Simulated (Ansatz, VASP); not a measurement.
## Ge71P (amorphous Ge at 4.34 g/cm^3) in two plane-wave programs

One calculation is typed for both programs; each brings its own data sets. How far apart do they land? Of the first pair: The structure shown is the start of the Ansatz relaxation below; VASP solves that cell, so the two are compared at the walk's first step.

Main program and level: Ansatz 0.2.0; plane waves, with VASP 6.6.1 beside it; single point at PBE.

### Step 1. Starting point

The cell holds 72 atoms: 71 Ge and 1 P. Cell: a = 12.598 Å, b = 12.598 Å, c = 12.598 Å, α = 90.0°, β = 90.0°, γ = 90.0°. It derives from Ge (amorphous Ge at 4.34 g/cm^3). As first built, before any earlier steps moved the atoms (in the runner's words): 72 atoms (72 Ge) placed at random at 4.34 g/cm^3, melted at 3500 K for 10 ps at fixed volume with the Tersoff potential (Tersoff, Phys. Rev. B 39, 5566 (1989)). Quenched from 3500 K to 300 K at 20 K/ps and fixed volume, annealed at 800 K for 20 ps, held 5 ps, then minimised at fixed cell. Nearest the centre at fractional (0.612, 0.666, 0.113): P72 at 0.00 Å, Ge18 at 2.54 Å, Ge30 at 2.56 Å, Ge28 at 2.68 Å, Ge17 at 2.77 Å, Ge7 at 3.64 Å, Ge16 at 3.68 Å, Ge43 at 3.85 Å.

### Step 2. Ansatz: relaxation, PBE

Ansatz runs on its default PAW (the set named soft_2) files.

The two programs are compared at the cell with which this relaxation starts, whose forces are those of its first step.

input.yaml

```yaml
crystal:
  lattice:
    - [12.598, 0.0, 0.0]
    - [0.0, 12.598, 0.0]
    - [0.0, 0.0, 12.598]
  atoms:
    - { symbol: Ge, position: [0.236, 0.46324, 0.33875] }
    - { symbol: P, position: [0.61219, 0.66643, 0.11292], spin: 0.6 }
    - { symbol: Ge, position: [0.96774, 0.91581, 0.02484] }
    - { symbol: Ge, position: [0.06775, 0.19265, 0.02608] }
    - { symbol: Ge, position: [0.1372, 0.69082, 0.59347] }
    - { symbol: Ge, position: [0.15397, 0.88966, 0.61453] }
    - { symbol: Ge, position: [0.70349, 0.1617, 0.68169] }
    - { symbol: Ge, position: [0.63966, 0.57109, 0.38463] }
    - { symbol: Ge, position: [0.9918, 0.19596, 0.32553] }
    - { symbol: Ge, position: [0.91135, 0.8229, 0.85923] }
    - { symbol: Ge, position: [0.01589, 0.3669, 0.92872] }
    - { symbol: Ge, position: [0.69424, 0.74921, 0.46256] }
    - { symbol: Ge, position: [0.71689, 0.71128, 0.65382] }
    - { symbol: Ge, position: [0.91498, 0.36827, 0.38965] }
    - { symbol: Ge, position: [0.04045, 0.51096, 0.36174] }
    - { symbol: Ge, position: [0.9227, 0.51397, 0.19034] }
    - { symbol: Ge, position: [0.64107, 0.95044, 0.0504] }
    - { symbol: Ge, position: [0.55229, 0.46692, 0.04149], spin: 0.6 }
    - { symbol: Ge, position: [0.63249, 0.77625, 0.94505], spin: 0.6 }
    - { symbol: Ge, position: [0.96527, 0.63686, 0.5033] }
    - { symbol: Ge, position: [0.7304, 0.84647, 0.79157] }
    - { symbol: Ge, position: [0.82026, 0.993, 0.13158] }
    - { symbol: Ge, position: [0.99416, 0.9406, 0.72337] }
    - { symbol: Ge, position: [0.51661, 0.7276, 0.64659] }
    - { symbol: Ge, position: [0.27909, 0.58407, 0.49379] }
    - { symbol: Ge, position: [0.72878, 0.21856, 0.87285] }
    - { symbol: Ge, position: [0.15516, 0.63959, 0.7865] }
    - { symbol: Ge, position: [0.97706, 0.63907, 0.87996] }
    - { symbol: Ge, position: [0.54784, 0.85198, 0.19519], spin: 0.6 }
    - { symbol: Ge, position: [0.28796, 0.00069, 0.3461] }
    - { symbol: Ge, position: [0.77291, 0.6359, 0.23353], spin: 0.6 }
    - { symbol: Ge, position: [0.89352, 0.09379, 0.63762] }
    - { symbol: Ge, position: [0.88069, 0.76008, 0.35353] }
    - { symbol: Ge, position: [0.25876, 0.02714, 0.91348] }
    - { symbol: Ge, position: [0.04776, 0.61752, 0.0635] }
    - { symbol: Ge, position: [0.6123, 0.9098, 0.37507] }
    - { symbol: Ge, position: [0.178, 0.47468, 0.99665] }
    - { symbol: Ge, position: [0.11398, 0.93276, 0.42515] }
    - { symbol: Ge, position: [0.94489, 0.04714, 0.44424] }
    - { symbol: Ge, position: [0.90626, 0.17443, 0.14255] }
    - { symbol: Ge, position: [0.25155, 0.85982, 0.03418] }
    - { symbol: Ge, position: [0.27425, 0.48044, 0.82071] }
    - { symbol: Ge, position: [0.29896, 0.30513, 0.44685] }
    - { symbol: Ge, position: [0.47743, 0.69701, 0.8407] }
    - { symbol: Ge, position: [0.74418, 0.42907, 0.48864] }
    - { symbol: Ge, position: [0.46111, 0.03386, 0.45464] }
    - { symbol: Ge, position: [0.60522, 0.00047, 0.75185] }
    - { symbol: Ge, position: [0.48908, 0.23718, 0.39455] }
    - { symbol: Ge, position: [0.3036, 0.92523, 0.7415] }
    - { symbol: Ge, position: [0.47435, 0.49794, 0.85501] }
    - { symbol: Ge, position: [0.5011, 0.42727, 0.65954] }
    - { symbol: Ge, position: [0.80817, 0.94808, 0.33002] }
    - { symbol: Ge, position: [0.87498, 0.4801, 0.82436] }
    - { symbol: Ge, position: [0.29273, 0.76398, 0.86339] }
    - { symbol: Ge, position: [0.936, 0.19508, 0.82348] }
    - { symbol: Ge, position: [0.39097, 0.12033, 0.05451] }
    - { symbol: Ge, position: [0.29683, 0.42091, 0.14936] }
    - { symbol: Ge, position: [0.83264, 0.54352, 0.63235] }
    - { symbol: Ge, position: [0.19952, 0.17908, 0.32726] }
    - { symbol: Ge, position: [0.23475, 0.22845, 0.13763] }
    - { symbol: Ge, position: [0.05775, 0.04057, 0.89355] }
    - { symbol: Ge, position: [0.57324, 0.0959, 0.93003] }
    - { symbol: Ge, position: [0.46691, 0.92322, 0.62885] }
    - { symbol: Ge, position: [0.37233, 0.94475, 0.1675] }
    - { symbol: Ge, position: [0.60959, 0.29166, 0.5555] }
    - { symbol: Ge, position: [0.87216, 0.36135, 0.07292] }
    - { symbol: Ge, position: [0.3012, 0.42282, 0.62151] }
    - { symbol: Ge, position: [0.72277, 0.4064, 0.94746] }
    - { symbol: Ge, position: [0.4769, 0.30743, 0.16211] }
    - { symbol: Ge, position: [0.47793, 0.57832, 0.52068] }
    - { symbol: Ge, position: [0.09148, 0.75896, 0.32904] }
    - { symbol: Ge, position: [0.08848, 0.80167, 0.12888] }
magnetization:
  spin_polarized: true
kpoints:
  mp_grid: { grid: [1, 1, 1] }
hamiltonian:
  xc: pbe
scf:
  occupations: { method: fermi_dirac, width: 0.025 }
  lower_state_search: "off"
output:
  forces: true
  eigenvalues: true
relax:
  f_tol: 0.05
  max_steps: 90
```

On the command line:

```
ansatz run input.yaml --threads 8 --pin off --max-ram 15872MiB --backend cpu --events-out ev --progress --plain --runs-dir out
```

Numbers of over 12 decimals in the logs are rounded to 6 here.

What it wrote:

```text
Engine: ansatz 0.2.0, x86_64-unknown-linux-gnu
Pseudopotentials: kind: paw
Pseudopotential: Ge, paw, valence charge 14, recommended cutoff 420 eV (normal), Ge.paw.azcp
Pseudopotential: P, paw, valence charge 5, recommended cutoff 420 eV (normal), P.paw.azcp
Functional definition: PBE
  parameter kappa = 0.804
  parameter beta = 0.066725
  exchange = pbe_x(kappa = kappa, mu = beta*pi^2/3)
  correlation = pbe_c(beta = beta)
Crystal: 72 atoms, lattice volume = 1999.424 Å³
Basis set: ecut = 420 eV, 39127 PW (Γ), exchange–correlation on 180×180×180 points (8 copies of the dense FFT grid, shifted against one another)
Bands: 602, of which v1, the nominal top of the filled ones, is band 500 counted from 1 (499 counted from 0)
Symmetry: 1 space group operations
Space group: P1 (ITA 1), of the structure as read, at distance tolerance 1.3e-4 Å
Magnetic group: BNS 1.1 (UNI 1), of the structure as read, at distance tolerance 1.3e-4 Å
k-points: 1
Non-local potential: Ge, projectors of the file, l = 0: 2, l = 1: 2, l = 2: 3, l = 3: 1
Non-local potential: P, projectors of the file, l = 0: 2, l = 1: 2, l = 2: 2
PAW form: soft (Blöchl's): semilocal exchange-correlation on the pseudo side does not see the compensation charge
PAW one-centre angular grid: Ge, 590 points (default); XC on 64 Gauss nodes
PAW one-centre angular grid: P, 110 points (default); XC on 64 Gauss nodes
Initial density: superposition of atomic densities (chi_scale 0.1, normalization cell)
Starting moments: Σ|m| = 3 μB on 5 of 72 sites
Initial wavefunctions: pseudopotential atomic-orbital guess
Functional: x = pbe(κ = 0.804, μ = 0.219515), c = pbe(β = 0.066725)
iter 1 solved again at ethr=1.75e-3 eV; its pass at ethr=3.10e-3 eV (dr2=1.75e1 eV) is discarded
SCF iter   1: F=—  HF=-305683.970606 eV  |F-HF|=—  |Δ(HF+E_count)|=         —  Δρ=1.80e-2 (↑1.76e-2 ↓1.80e-2)  dr2=1.75e1  dr2_m=2.84e0  M=0.413 μB ∫|m|=0.627 μB  β_m=0.30  ethr=1.75e-3  ⟨swp⟩=2.0  Hψ=5798  notcnv=0
preconditioner: auto → Kerker (q_TF=auto, 2.430 Å⁻¹)  [metal: Δε(μ)=0.044 eV  Ē_g=21.729 eV  σ=0.025 eV  W_gap=0.41  n_scr=460 (ndim 8)  ℏωp=26.2 eV  f_vac=0.131  D(μ)=17.02/eV (n_scr^D=80)]
spin=Collinear: Kerker preconditioning applied to the charge; magnetization (m = ρ↑ − ρ↓) channel mixes plain (no charge-response kernel on spin).
SCF iter   2: F=—  HF=-305683.406192 eV  |F-HF|=—  |Δ(HF+E_count)|=   5.64e-1  Δρ=1.36e-2 (↑1.32e-2 ↓1.36e-2)  dr2=1.22e1  dr2_m=1.41e0  M=0.361 μB ∫|m|=0.539 μB  β_m=0.30  ethr=1.75e-3  ⟨swp⟩=1.0  Hψ=1204  notcnv=0
SCF iter   3: F=—  HF=-305681.461938 eV  |F-HF|=—  |Δ(HF+E_count)|=    1.94e0  Δρ=6.75e-3 (↑6.57e-3 ↓6.75e-3)  dr2=1.43e0  dr2_m=7.03e-1  M=0.295 μB ∫|m|=0.452 μB  β_m=0.30  ethr=1.22e-3  ⟨swp⟩=5.0  Hψ=1631  notcnv=0
SCF iter   4: F=—  HF=-305681.464404 eV  |F-HF|=—  |Δ(HF+E_count)|=   2.47e-3  Δρ=4.80e-3 (↑4.80e-3 ↓4.77e-3)  dr2=9.73e-1  dr2_m=3.48e-1  M=0.264 μB ∫|m|=0.396 μB  β_m=0.30  ethr=1.43e-4  ⟨swp⟩=2.0  Hψ=1432  notcnv=0  defer=170
SCF iter   5: F=—  HF=-305681.515096 eV  |F-HF|=—  |Δ(HF+E_count)|=   5.07e-2  Δρ=3.33e-3 (↑3.33e-3 ↓3.14e-3)  dr2=2.49e-1  dr2_m=1.74e-1  M=0.240 μB ∫|m|=0.350 μB  β_m=0.30  ethr=9.74e-5  ⟨swp⟩=2.0  Hψ=2068  notcnv=0  defer=170
SCF iter   6: F=—  HF=-305681.511195 eV  |F-HF|=—  |Δ(HF+E_count)|=   3.90e-3  Δρ=2.42e-3 (↑2.20e-3 ↓2.42e-3)  dr2=1.22e-1  dr2_m=8.68e-2  M=0.215 μB ∫|m|=0.310 μB  β_m=0.30  ethr=2.50e-5  ⟨swp⟩=2.0  Hψ=2068  notcnv=0  defer=170
SCF iter   7: F=—  HF=-305681.560122 eV  |F-HF|=—  |Δ(HF+E_count)|=   4.89e-2  Δρ=1.75e-3 (↑1.58e-3 ↓1.75e-3)  dr2=7.49e-2  dr2_m=4.33e-2  M=0.195 μB ∫|m|=0.277 μB  β_m=0.30  ethr=1.22e-5  ⟨swp⟩=2.0  Hψ=1214  notcnv=0  defer=170
Mixer restart at iter 7: flushing history
spin-set hold released at iteration 7 (site moments contracting): the magnetisation degrees of freedom join the quasi-Newton model from the next iteration; the mixer history was flushed
SCF iter   8: F=—  HF=-305681.569345 eV  |F-HF|=—  |Δ(HF+E_count)|=   9.22e-3  Δρ=1.22e-3 (↑1.15e-3 ↓1.22e-3)  dr2=6.30e-2  dr2_m=2.17e-2  M=0.177 μB ∫|m|=0.250 μB  β_m=0.62  ethr=7.50e-6  ⟨swp⟩=2.0  Hψ=1149  notcnv=0  defer=170
SCF iter   9: F=—  HF=-305681.604352 eV  |F-HF|=—  |Δ(HF+E_count)|=   3.50e-2  Δρ=2.68e-4 (↑2.61e-4 ↓2.68e-4)  dr2=3.47e-2  dr2_m=1.81e-4  M=0.121 μB ∫|m|=0.163 μB  β_m=0.66  ethr=6.30e-6  ⟨swp⟩=2.0  Hψ=1213  notcnv=0  defer=170
SCF iter  10: F=—  HF=-305681.617346 eV  |F-HF|=—  |Δ(HF+E_count)|=   1.30e-2  Δρ=1.88e-4 (↑1.82e-4 ↓1.88e-4)  dr2=2.31e-2  dr2_m=1.10e-4  M=0.089 μB ∫|m|=0.120 μB  β_m=0.83  ethr=3.48e-6  ⟨swp⟩=2.0  Hψ=1318  notcnv=0  defer=170
SCF iter  11: F=—  HF=-305681.633692 eV  |F-HF|=—  |Δ(HF+E_count)|=   1.63e-2  Δρ=9.84e-5 (↑9.84e-5 ↓9.58e-5)  dr2=3.67e-3  dr2_m=3.00e-5  M=0.000 μB ∫|m|=0.019 μB  β_m=0.92  ethr=2.31e-6  ⟨swp⟩=2.0  Hψ=1358  notcnv=0  defer=170
[...]
--- Relaxed structure (11 steps of the walk, 11 accepted, 0 SCFs on fresh bases) ---
  F+E_penalty+E_count = -305681.84494267 eV   max|allowed force component| = 3.132e-2 eV/Å
  atoms:
    - { symbol: Ge, position: [0.249857, 0.477249, 0.327527] }
    - { symbol: P, position: [0.609627, 0.679692, 0.128316] }
    - { symbol: Ge, position: [0.966056, 0.908322, 0.028982] }
    - { symbol: Ge, position: [0.092753, 0.198181, 0.00806768] }
    - { symbol: Ge, position: [0.134912, 0.690318, 0.600340] }
    - { symbol: Ge, position: [0.151631, 0.887606, 0.615944] }
    - { symbol: Ge, position: [0.704390, 0.152105, 0.676509] }
    - { symbol: Ge, position: [0.640118, 0.579044, 0.394081] }
    - { symbol: Ge, position: [0.995320, 0.205080, 0.317310] }
    - { symbol: Ge, position: [0.909988, 0.818755, 0.860966] }
    - { symbol: Ge, position: [0.00748594, 0.364802, 0.913716] }
    - { symbol: Ge, position: [0.697563, 0.757813, 0.468964] }
    - { symbol: Ge, position: [0.714861, 0.712611, 0.657680] }
    - { symbol: Ge, position: [0.921736, 0.383048, 0.377930] }
    - { symbol: Ge, position: [0.052122, 0.527209, 0.358318] }
    - { symbol: Ge, position: [0.908878, 0.503782, 0.191375] }
    - { symbol: Ge, position: [0.642054, 0.955846, 0.053973] }
    - { symbol: Ge, position: [0.540631, 0.464034, 0.044811] }
    - { symbol: Ge, position: [0.618954, 0.775723, 0.958425] }
    - { symbol: Ge, position: [0.965284, 0.640509, 0.505938] }
    - { symbol: Ge, position: [0.725126, 0.838120, 0.804836] }
    - { symbol: Ge, position: [0.823952, 0.997477, 0.132259] }
    - { symbol: Ge, position: [0.989165, 0.936510, 0.721686] }
    - { symbol: Ge, position: [0.513579, 0.725449, 0.655607] }
    - { symbol: Ge, position: [0.276704, 0.586627, 0.496135] }
[...]
- { symbol: Ge, position: [0.614429, 0.289933, 0.554767] }
    - { symbol: Ge, position: [0.869806, 0.353790, 0.063041] }
    - { symbol: Ge, position: [0.306282, 0.420101, 0.612486] }
    - { symbol: Ge, position: [0.717237, 0.406822, 0.942665] }
    - { symbol: Ge, position: [0.473094, 0.288118, 0.167120] }
    - { symbol: Ge, position: [0.476111, 0.577162, 0.526080] }
    - { symbol: Ge, position: [0.085628, 0.760173, 0.331392] }
    - { symbol: Ge, position: [0.087859, 0.792613, 0.130424] }
```

### Step 3. VASP: single point, PBE, start cell, pair 1

The same cell, functional, mesh and smearing now go to VASP, with its own data sets.

Lines of VASP's logs that name or quote its potential files are left out, and so is its time.

INCAR

```
SYSTEM = Ge71P
PREC = Accurate
ENCUT = 410
EDIFF = 1E-06
NELM = 200
ISMEAR = -1
SIGMA = 0.025
LREAL = Auto
ALGO = Normal
GGA = PE
NBANDS = 584
ISPIN = 2
MAGMOM = 0 0 0 -0 -0 -0 -0 0 0 0 -0 -0 0 0 -0 0 0 0 0 0 0 -0 0 -0 0 0 0 0 -0 0 0 0 0 0 0 0 0 0 0 -0 0 0 0 0 0 0 0 0 -0 0 0 0 0 0 0 0 0 0 0 -0 0 0 -0 0 0 0 0 0 0 0 0 0
LORBIT = 11
LWAVE = .FALSE.
LCHARG = .FALSE.
ISIF = 2
LASPH = .TRUE.
GGA_COMPAT = .FALSE.
NCORE = 2
```

POSCAR

```
Ge71P
1.0
   12.5980000000      0.0000000000      0.0000000000
    0.0000000000     12.5980000000      0.0000000000
    0.0000000000      0.0000000000     12.5980000000
Ge P
71 1
Direct
    0.2359977774      0.4632401969      0.3387521829
    0.9677409113      0.9158120337      0.0248372758
    0.0677488490      0.1926496269      0.0260835053
    0.1371963804      0.6908239403      0.5934672170
    0.1539688839      0.8896570884      0.6145261153
    0.7034926179      0.1617002699      0.6816875695
    0.6396570884      0.5710906493      0.3846324813
    0.9918002858      0.1959596761      0.3255278616
    0.9113510081      0.8229004604      0.8592316241
    0.0158914113      0.3668995079      0.9287188443
    0.6942371805      0.7492062232      0.4625575488
    0.7168915701      0.7112795682      0.6538180664
    0.9149785680      0.3682727417      0.3896491507
    0.0404508652      0.5109620575      0.3617399587
    0.9227020162      0.5139704715      0.1903397365
    0.6410700111      0.9504365772      0.0503968884
    0.5522860772      0.4669233212      0.0414907128
    0.6324892840      0.7762501984      0.9450468328
    0.9652722654      0.6368629941      0.5033021114
    0.7304016511      0.8464676933      0.7915700905
    0.8202571837      0.9929988887      0.1315764407
    0.9941578028      0.9406016828      0.7233687887
    0.5166137482      0.7275996190      0.6465867598
    0.2790919194      0.5840688998      0.4937926655
    0.7287823464      0.2185585013      0.8728528338
    0.1551595491      0.6395935863      0.7864978568
    0.9770598508      0.6390696936      0.8799571361
    0.5478409271      0.8519765042      0.1951897127
    0.2879584061      0.0006905858      0.3461025560
    0.7729083982      0.6359025242      0.2335291316
    0.8935227814      0.0937926655      0.6376170821
    0.8806874107      0.7600809652      0.3535323067
    0.2587632958      0.0271392284      0.9134783299
    0.0477615495      0.6175186538      0.0635021432
    0.6123035402      0.9098031434      0.3750674710
    0.1779965074      0.4746785204      0.9966502619
    0.1139784093      0.9327591681      0.4251468487
    0.9448880775      0.0471424036      0.4442371805
    0.9062628989      0.1744324496      0.1425464359
    0.2515478647      0.8598190189      0.0341800286
    0.2742498809      0.4804413399      0.8207096365
    0.2989601524      0.3051277981      0.4468487061
    0.4774329259      0.6970074615      0.8406969360
    0.7441816161      0.4290681060      0.4886410541
    0.4611128751      0.0338625179      0.4546435942
    0.6052230513      0.0004683283      0.7518494999
    0.4890776314      0.2371805048      0.3945467535
    0.3036037466      0.9252262264      0.7414986506
    0.4743530719      0.4979361803      0.8550087315
    0.5011033497      0.4272662327      0.6595411970
    0.8081679632      0.9480790602      0.3300206382
    0.8749801556      0.4801000159      0.8243610097
    0.2927290046      0.7639784093      0.8633910144
    0.9359977774      0.1950785839      0.8234799174
    0.3909668201      0.1203286236      0.0545086522
    0.2968328306      0.4209080806      0.1493570408
    0.8326401016      0.5435227814      0.6323464042
    0.1995237339      0.1790760438      0.3272582950
    0.2347515479      0.2284489602      0.1376329576
    0.0577472615      0.0405699317      0.8935465947
    0.5732417844      0.0958961740      0.9300285760
    0.4669074456      0.9232179711      0.6288537863
    0.3723289411      0.9447531354      0.1675027782
    0.6095888236      0.2916574059      0.5555008732
    0.8721622480      0.3613510081      0.0729163359
    0.3011986030      0.4228210827      0.6215113510
    0.7227734561      0.4063978409      0.9474599143
    0.4769010954      0.3074297508      0.1621130338
    0.4779330052      0.5783219559      0.5206778854
    0.0914827750      0.7589617400      0.3290363550
    0.0884822988      0.8016669313      0.1288775996
    0.6121924115      0.6664311796      0.1129226861
```

KPOINTS

```
Automatic mesh
0
Gamma
1 1 1
0 0 0
```

Potentials, in the order of the species: Ge_d and P (PBE family, release 64).

On the command line:

```
mpirun -np 8 vasp_gam
```

What it wrote:

```text
[banner, memory and clock lines left out]
running    8 mpi-ranks, on    1 nodes
[...]
LDA part: xc-table for (Slater+PW92), standard interpolation
 POSCAR, INCAR and KPOINTS ok, starting setup
[...]
entering main loop
       N       E                     dE             d eps       ncg     rms          rms(c)
DAV:   1     0.186843788546E+05    0.18684E+05   -0.37392E+05  2424   0.454E+03
DAV:   2     0.425682728456E+04   -0.14428E+05   -0.13963E+05  2336   0.105E+03
DAV:   3     0.492849682006E+03   -0.37640E+04   -0.35980E+04  2424   0.290E+02
DAV:   4    -0.237174356109E+03   -0.73002E+03   -0.67453E+03  2672   0.124E+02
[...]
DAV:  18    -0.308241585968E+03   -0.21068E-05   -0.11539E-05  2336   0.345E-02    0.199E-03
DAV:  19    -0.308241587549E+03   -0.15804E-05   -0.10907E-05  2312   0.112E-02    0.145E-03
DAV:  20    -0.308241588093E+03   -0.54395E-06   -0.36915E-06  1936   0.114E-02
   1 F= -.30824159E+03 E0= -.30822393E+03  d E =-.353087E-01  mag=     0.0015
```

Parts of OUTCAR (step 3):

```text
  FREE ENERGIE OF THE ION-ELECTRON SYSTEM (eV)
  ---------------------------------------------------
  free  energy   TOTEN  =      -308.2415880926 eV

  energy  without entropy=     -308.2062794120  energy(sigma->0) =     -308.22393375

 magnetization (x)
# of ion       s       p       d       tot
------------------------------------------
    1       -0.000   0.000   0.000   0.000
    2        0.000   0.000  -0.000   0.000
    3       -0.000  -0.000   0.000  -0.000
    4        0.000   0.000   0.000   0.000
    5       -0.000  -0.000   0.000  -0.000
    6       -0.000  -0.000   0.000  -0.000
    7        0.000   0.000   0.000   0.000
    8        0.000   0.000   0.000   0.000
    9        0.000   0.000  -0.000   0.000
   10        0.000  -0.000   0.000   0.000
   11        0.000  -0.000   0.000  -0.000
   12       -0.000  -0.000   0.000  -0.000
   13        0.000   0.000   0.000   0.000
[...]
--------------------------------------------------
tot          0.000   0.000   0.000   0.000

[... 1 further part left out ...]
```

This run allows spin, but its moments start at zero, where symmetry between the spins tends to hold them. Its electron count is odd, so without a moment it is a metal by construction.

### Step 4. Comparison

Known differences besides the potentials themselves: the cutoff is 420 eV in Ansatz and 410 eV in VASP (PREC = Accurate, projectors in real space). Total energies have different zeros and are not compared.

Forces on 9 of the 72 atoms, those with the largest forces and the largest differences (eV/Å; atoms numbered as in POSCAR):

| atom | Ansatz x, y, z | VASP x, y, z |
| --- | --- | --- |
| Ge11 | 0.029, 0.042, 0.013 | 0.030, 0.045, 0.020 |
| Ge13 | -0.101, -0.018, -0.015 | -0.095, -0.016, -0.017 |
| Ge17 | 0.022, 0.111, -0.113 | 0.025, 0.109, -0.112 |
| Ge18 | -0.315, -0.191, 0.596 | -0.315, -0.194, 0.601 |
| Ge20 | 0.289, -0.064, -0.136 | 0.292, -0.070, -0.135 |
| Ge28 | 0.122, -0.119, -0.104 | 0.122, -0.118, -0.103 |
| Ge30 | -0.464, 0.042, -0.306 | -0.464, 0.042, -0.312 |
| Ge32 | 0.068, 0.148, 0.051 | 0.067, 0.151, 0.049 |
| P72 | 0.441, 0.310, 0.077 | 0.444, 0.313, 0.077 |

The forces differ by 2.2 meV/Å r.m.s., which is 2.5 % of the r.m.s. force of 0.087 eV/Å (both taken over all components). Moments aren't recorded for both runs of this pair, so they may hold unlike magnetic states.

[end of part 1 of 2]

[Lines on the potential files, build, host, timing and source positions are cut from VASP's logs without a mark.]

[Logs are printed without paths, hosts, clocks, repeated set-up lines and the standing remarks that a program may print on its own settings, such as how far it seeks lower states.]

[Hosts, paths, dates, database ids (printed as entryN), source tags and the programs' standing remarks are cut or masked in the printed files.]
